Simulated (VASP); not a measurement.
Given:

```yaml
crystal:
  lattice:
    - [3.75916, 0.00000, 0.00000]
    - [0.00000, 3.75916, 0.00000]
    - [0.00000, 0.00000, 5.30508]
  atoms:
    - { symbol: Mg, position: [0.50000, 0.50000, 0.50000] }
    - { symbol: Cd, position: [0.00000, 0.00000, 0.00000] }
    - { symbol: S, position: [0.00000, 0.00000, 0.50000] }
    - { symbol: S, position: [0.50000, 0.50000, 0.00000] }
```

Level of theory: PBEsol GGA, VASP's PBE PAW potentials (set 64) (plane waves; VASP). Settings: 400 eV cut-off, 5×5×4 Γ-centred mesh, Gaussian smearing of 0.050 eV, potentials Mg Cd S.

Problem. Predict the energy per atom (σ→0).

Solution. 
- energy per atom (σ→0) = -3.903 eV/atom

Total energies compare only between runs with the same potentials, cut-off and functional.

The structure comes from a computed database's MgCdS2 entry (P4/mmm); how it stands against other phases isn't given here. It was relaxed first. The start is the result of an earlier pass.
